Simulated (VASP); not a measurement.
# SnSe2: from the relaxed cell to its vibrations, part 2 of 2

What lattice, stiffness and vibrations does SnSe2 have at one level of theory? The starting structure is a measured crystal structure from the Crystallography Open Database. All runs use PBEsol.

VASP 6.6.1.

So far. Step 3 (Elastic constants): The elastic tensor has C11 = 101.5, C12 = 28.1, C44 = 7.8 GPa, among others; its Hill averages are a bulk modulus of 26.9 and a shear modulus of 16.8 GPa. Step 4 (Modes of the relaxed cell): The zone-centre modes at 25.903 Å³ an atom are A2u 243.7, A1g 179.5, Eu 144.3, Eg 119.4 cm⁻¹.

## (5) Modes at 0.97 of that volume

Level of this step: PBEsol; plane waves and PAW (Sn_d, Se) (VASP).

Shape and positions were first relaxed at this volume, in a run that isn't shown.

INCAR

```
SYSTEM = SnSe2
PREC = Accurate
ENCUT = 500
EDIFF = 1E-08
NELM = 100
ISMEAR = 0
SIGMA = 0.03
LREAL = .FALSE.
ALGO = Normal
GGA = PS
NBANDS = 19
LORBIT = 11
LWAVE = .FALSE.
LCHARG = .FALSE.
KPAR = 4
IBRION = 8
LEPSILON = .TRUE.
LPEAD = .TRUE.
ISIF = 2
```

POSCAR

```
SnSe2
1.0
    3.8160145381      0.0000000000      0.0000000000
   -1.9080072691      3.3047655311      0.0000000000
    0.0000000000      0.0000000000      5.9770419372
Sn Se
1 2
Direct
    0.0000000000      0.0000000000      0.0000000000
    0.6666666667      0.3333333333      0.7347890935
    0.3333333333      0.6666666667      0.2652109065
```

KPOINTS

```
Automatic mesh
0
Gamma
12 12 8
0 0 0
```

The projector-augmented-wave data sets are Sn_d and Se (PBE family, release 64).

The run is started by

```bash
> mpirun -np 4 vasp_std
```

What it wrote:

```text
[... set-up lines as in an earlier step ...]
 entering main loop
       N       E                     dE             d eps       ncg     rms          rms(c)
DAV:   1     0.199881628506E+03    0.19988E+03   -0.12011E+04  5062   0.153E+03
DAV:   2     0.932164854497E+01   -0.19056E+03   -0.18448E+03  5336   0.382E+02
DAV:   3    -0.124582220880E+02   -0.21780E+02   -0.21259E+02  6102   0.115E+02
DAV:   4    -0.132194440923E+02   -0.76122E+00   -0.75931E+00  5887   0.222E+01
[...]
DAV:  13    -0.129767484814E+02   -0.15729E-06   -0.65334E-07  5236   0.535E-03    0.173E-03
DAV:  14    -0.129767485067E+02   -0.25292E-07   -0.31252E-08  5799   0.104E-03    0.706E-04
DAV:  15    -0.129767485040E+02    0.26412E-08   -0.63451E-09  4094   0.630E-04
   1 F= -.12976749E+02 E0= -.12976749E+02  d E =-.444723E-15
 Linear response reoptimize wavefunctions to high precision
DAV:   1    -0.129767485165E+02   -0.12443E-07   -0.95696E-10  3905   0.207E-04
DAV:   2    -0.129767485164E+02    0.12278E-10   -0.93697E-11  2708   0.796E-05
 Linear response to external field (no local field effect), progress :
[...]
RMM:  10    -0.800302434363E-01   -0.68257E-08    0.27322E-09 47875   0.322E-05    0.342E-06
 first order change of Fermi-energy   0.49757E-05
 force on displaced ion       2 direction 1 :  -3.568   0.000   0.000
 Born effective charge ion    2 direction 1 :  -2.591  -0.001  -0.000
 Linear response progress:
  Degree of freedom:   4/  4
       N       E                     dE             d eps       ncg     rms          rms(c)
RMM:   1    -0.990574602620E-01   -0.99057E-01    0.67677E-02 11009   0.153E+00
RMM:   2    -0.970381114314E-01    0.20193E-02   -0.23051E-03  8859   0.262E-01    0.911E-02
RMM:   3    -0.969096742303E-01    0.12844E-03   -0.26283E-04  9488   0.802E-02    0.434E-02
RMM:   4    -0.969070006015E-01    0.26736E-05   -0.68848E-05  9650   0.397E-02    0.196E-02
[...]
RMM:  10    -0.969270098170E-01    0.72988E-07   -0.83967E-08 10645   0.798E-05    0.145E-05
RMM:  11    -0.969270231017E-01   -0.13285E-07   -0.13851E-07  9728   0.310E-05    0.550E-06
RMM:  12    -0.969270303360E-01   -0.72343E-08   -0.31582E-08 10452   0.173E-05    0.127E-06
 first order change of Fermi-energy  -0.75800E+00
 force on displaced ion       2 direction 3 :  -0.000   0.000  -8.429
 Born effective charge ion    2 direction 3 :   0.000   0.000  -1.252
 Born effective charges drift removed
 Linear response finished
```

Wall time 17 min (4 MPI ranks of AMD EPYC 7R43, shared host); peak memory 7 GiB; 66 min of CPU time.

Parts of OUTCAR (step 5):

```text
  Total        0.2884445      0.2884445      0.3703089     -0.0000000      0.0000000     -0.0000000
  in kB        6.1310642      6.1310642      7.8711419     -0.0000000      0.0000000     -0.0000000
  external PRESSURE =       6.7110901 kB  Pullay stress =       0.0000000 kB

 POSITION                                       TOTAL-FORCE (eV/Angst)
 -----------------------------------------------------------------------------------
      0.00000      0.00000      0.00000         0.000000      0.000000      0.000000
      1.90801      1.10159      4.39187         0.000000      0.000000     -0.014394
     -0.00000      2.20318      1.58518        -0.000000     -0.000000      0.014394
 -----------------------------------------------------------------------------------
    total drift:                               -0.000000     -0.000000     -0.000000

 MACROSCOPIC STATIC DIELECTRIC TENSOR (including local field effects in DFT)
 ------------------------------------------------------
          13.384350    -0.000000     0.000000
          -0.000000    13.384350     0.000000
           0.000000     0.000000    13.280608
 ------------------------------------------------------

 MACROSCOPIC STATIC DIELECTRIC TENSOR IONIC CONTRIBUTION
 ------------------------------------------------------
          12.288503    -0.000000     0.000000
          -0.000000    12.288503    -0.000000
           0.000000    -0.000000     1.007185
 ------------------------------------------------------

[... 1 part as in an earlier step ...]

[... 1 further part left out ...]
```

The zone-centre modes at 25.126 Å³ an atom are A2u 243.4, A1g 180.7, Eu 145.3, Eg 124.5 cm⁻¹.

## (6) Modes at 1.03 of that volume

Shape and positions were first relaxed at this volume, in a run that isn't shown.

INCAR is that of step 5.

POSCAR

```
SnSe2
1.0
    3.8294960521      0.0000000000      0.0000000000
   -1.9147480261      3.3164408648      0.0000000000
    0.0000000000      0.0000000000      6.3021477736
Sn Se
1 2
Direct
    0.0000000000      0.0000000000      0.0000000000
    0.6666666667      0.3333333333      0.7484798247
    0.3333333333      0.6666666667      0.2515201753
```

KPOINTS is that of step 5.

The run is started by

```bash
> mpirun -np 4 vasp_std
```

What it wrote:

```text
[... set-up lines as in an earlier step ...]
 entering main loop
       N       E                     dE             d eps       ncg     rms          rms(c)
DAV:   1     0.198932654516E+03    0.19893E+03   -0.12009E+04  5026   0.151E+03
DAV:   2     0.977499524475E+01   -0.18916E+03   -0.18328E+03  5313   0.375E+02
DAV:   3    -0.124177440457E+02   -0.22193E+02   -0.21560E+02  6158   0.115E+02
DAV:   4    -0.132296434235E+02   -0.81190E+00   -0.80996E+00  5905   0.228E+01
[...]
DAV:  13    -0.129785920540E+02   -0.36193E-06   -0.10054E-06  5335   0.564E-03    0.180E-03
DAV:  14    -0.129785920813E+02   -0.27394E-07   -0.40110E-08  5996   0.120E-03    0.863E-04
DAV:  15    -0.129785920874E+02   -0.60568E-08   -0.11733E-08  4456   0.739E-04
   1 F= -.12978592E+02 E0= -.12978592E+02  d E =-.124062E-11
 Linear response reoptimize wavefunctions to high precision
DAV:   1    -0.129785921023E+02   -0.14848E-07   -0.18778E-09  4693   0.260E-04
DAV:   2    -0.129785921022E+02    0.28649E-10   -0.11114E-10  2975   0.941E-05
 Linear response to external field (no local field effect), progress :
[...]
RMM:  11    -0.802188507441E-01   -0.17300E-08    0.25112E-08 44551   0.191E-05    0.123E-06
 first order change of Fermi-energy  -0.31991E-06
 force on displaced ion       2 direction 1 :  -3.213   0.000   0.000
 Born effective charge ion    2 direction 1 :  -2.536  -0.001  -0.000
 Linear response progress:
  Degree of freedom:   4/  4
       N       E                     dE             d eps       ncg     rms          rms(c)
RMM:   1    -0.999544298403E-01   -0.99954E-01    0.67590E-02 11081   0.152E+00
RMM:   2    -0.981502835624E-01    0.18041E-02   -0.21681E-03  8860   0.251E-01    0.913E-02
RMM:   3    -0.979954640248E-01    0.15482E-03   -0.25181E-04  9519   0.799E-02    0.431E-02
RMM:   4    -0.979791036524E-01    0.16360E-04   -0.64107E-05  9676   0.398E-02    0.201E-02
[...]
RMM:  10    -0.979901187323E-01    0.70050E-07   -0.21566E-08 10653   0.877E-05    0.159E-05
RMM:  11    -0.979901479451E-01   -0.29213E-07   -0.10164E-07  9713   0.408E-05    0.646E-06
RMM:  12    -0.979901551810E-01   -0.72359E-08   -0.16087E-08 10647   0.216E-05    0.133E-06
 first order change of Fermi-energy  -0.61380E+00
 force on displaced ion       2 direction 3 :  -0.000   0.000  -8.373
 Born effective charge ion    2 direction 3 :   0.000   0.000  -0.956
 Born effective charges drift removed
 Linear response finished
```

It took 15 min on 4 MPI ranks; peak memory 7.3 GiB.

Parts of OUTCAR (step 6):

```text
  Total       -0.2644979     -0.2644979     -0.1658122      0.0000000     -0.0000000     -0.0000000
  in kB       -5.2945654     -5.2945654     -3.3191320      0.0000000     -0.0000000     -0.0000000
  external PRESSURE =      -4.6360876 kB  Pullay stress =       0.0000000 kB

 POSITION                                       TOTAL-FORCE (eV/Angst)
 -----------------------------------------------------------------------------------
      0.00000      0.00000      0.00000        -0.000000      0.000000      0.000000
      1.91475      1.10548      4.71703        -0.000000      0.000000     -0.011064
     -0.00000      2.21096      1.58512         0.000000     -0.000000      0.011064
 -----------------------------------------------------------------------------------
    total drift:                                0.000000     -0.000000     -0.000000

 MACROSCOPIC STATIC DIELECTRIC TENSOR (including local field effects in DFT)
 ------------------------------------------------------
          11.851523    -0.000000     0.000000
          -0.000000    11.851523     0.000000
          -0.000000     0.000000     9.125947
 ------------------------------------------------------

 MACROSCOPIC STATIC DIELECTRIC TENSOR IONIC CONTRIBUTION
 ------------------------------------------------------
          11.396087    -0.000000    -0.000000
          -0.000000    11.396087    -0.000000
          -0.000000    -0.000000     0.549847
 ------------------------------------------------------

[... 1 part as in an earlier step ...]

[... 1 further part left out ...]
```

The zone-centre modes at 26.680 Å³ an atom are A2u 244.1, A1g 179.0, Eu 143.2, Eg 115.4 cm⁻¹.

## (7) All runs side by side

| run | volume (Å³/atom) | A2u | A1g | Eu | Eg | core minutes |
| --- | --- | --- | --- | --- | --- | --- |
| relaxation | 25.903 | - | - | - | - | 1.23 |
| elastic constants | 25.903 | - | - | - | - | 102.0 |
| modes of the relaxed cell | 25.903 | 243.7 | 179.5 | 144.3 | 119.4 | 177.0 |
| modes at 0.97 of that volume | 25.126 | 243.4 | 180.7 | 145.3 | 124.5 | 69.6 |
| modes at 1.03 of that volume | 26.68 | 244.1 | 179.0 | 143.2 | 115.4 | 59.1 |

Modes are in cm⁻¹, degenerate ones as one, matched by symmetry and order. A number in brackets counts the listed modes of one symmetry from the lowest. The symmetry labels come from an automatic analysis and can be wrong where levels nearly coincide. Core minutes are wall time times ranks of the run shown, on a shared host.

## (8) Results

```yaml
relaxed_volume: 25.90 Å³/atom
bulk_modulus_from_two_volumes: 18.9 GPa
hill_shear_modulus: 16.8 GPa
mode_a2u: 243.7 cm⁻¹
mode_a1g: 179.5 cm⁻¹
mode_eu: 144.3 cm⁻¹
mode_eg: 119.4 cm⁻¹
grueneisen_parameter_of_a2u: -0.05
grueneisen_parameter_of_a1g: 0.16
grueneisen_parameter_of_eu: 0.24
grueneisen_parameter_of_eg: 1.27
```

What this shows: At the PBEsol level SnSe2 relaxes to 25.90 Å³ an atom. The bulk modulus is 18.9 GPa from the pressures at two volumes and 26.9 GPa as the Hill average of the elastic tensor; in a crystal this anisotropic the average lies above the modulus under even pressure, since it is the mean of an upper and a lower bound. The mode Grüneisen parameters, from the cells at 0.97 and 1.03 of the volume, run from -0.05 (A2u) to 1.27 (Eg). The bonds form layers, and no dispersion term is on, so the spacing, the stiffness across it and any mode in which layers move against each other are unreliable. The dielectric constants and Born charges in the logs aren't compared here; at a small gap they can be far off, and in a run without a gap they mean nothing. The frequencies are harmonic, and the splitting of polar modes by their long-range field is left out. All values are for a static lattice. Further runs on this material are not shown.

[Lines on the potential files, build, host, timing and source positions are cut from VASP's logs without a mark.]

[Logs are printed without paths, hosts, clocks, repeated set-up lines and the standing remarks that a program may print on its own settings, such as how far it seeks lower states.]

[Hosts, paths, dates, database ids (printed as entryN), source tags and the programs' standing remarks are cut or masked in the printed files.]
